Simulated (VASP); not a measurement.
A run of VASP 6.6.1:

Contents of INCAR:

```
SYSTEM = HPbNO4
  PREC = Accurate
  ENCUT = 520
  EDIFF = 1E-7
  ISMEAR = -1
  SIGMA = 0.05
  LREAL = .FALSE.
  LASPH = .TRUE.
  NELM = 80
  ALGO = Normal
  ISIF = 2
  LWAVE = .FALSE.
  LCHARG = .FALSE.
  GGA = PE
  NBANDS = 57
  KPAR = 4
```

Contents of KPOINTS:

```
regular mesh
0
G
  6 5 4
  0 0 0
```

Contents of POSCAR:

```
HPbNO4
1.0
    4.9245300000      0.0000000000      0.0000000000
    0.0000000000      5.5972000000      0.0000000000
    0.0000000000      0.0000000000      7.2434700000
H Pb N O
2 2 2 8
Direct
    0.0000000000      0.5000000000      0.1931700000
    0.5000000000      0.0000000000      0.8068300000
    0.5000000000      0.5000000000      0.9525700000
    0.0000000000      0.0000000000      0.0474300000
    0.0000000000      0.0000000000      0.6365400000
    0.5000000000      0.5000000000      0.3634600000
    0.0000000000      0.5000000000      0.0586000000
    0.5000000000      0.0000000000      0.9414000000
    0.0000000000      0.1956900000      0.7299500000
    0.0000000000      0.8043100000      0.7299500000
    0.0000000000      0.0000000000      0.4675000000
    0.5000000000      0.6956900000      0.2700500000
    0.5000000000      0.3043100000      0.2700500000
    0.5000000000      0.5000000000      0.5325000000
```

Potentials or basis: VASP PAW PBE potentials, release 64 (H, Pb_d, N, O).

Command:

```sh
$ cat potpaw_PBE.64/H/POTCAR potpaw_PBE.64/Pb_d/POTCAR potpaw_PBE.64/N/POTCAR potpaw_PBE.64/O/POTCAR > POTCAR
$ mpirun -np 4 vasp_std > vasp.out
```

Hardware: 4 MPI ranks on AMD EPYC 9R45 96-Core Processor (Zen 5) (shared host).

Problem. Estimate the wall time of this run.

Solution. It took 82 s on 4 MPI ranks on AMD EPYC 9R45 96-Core Processor (Zen 5), with other jobs on the host, peak memory 0.49 GiB a rank. Counts: scf iterations 16, k points 36.
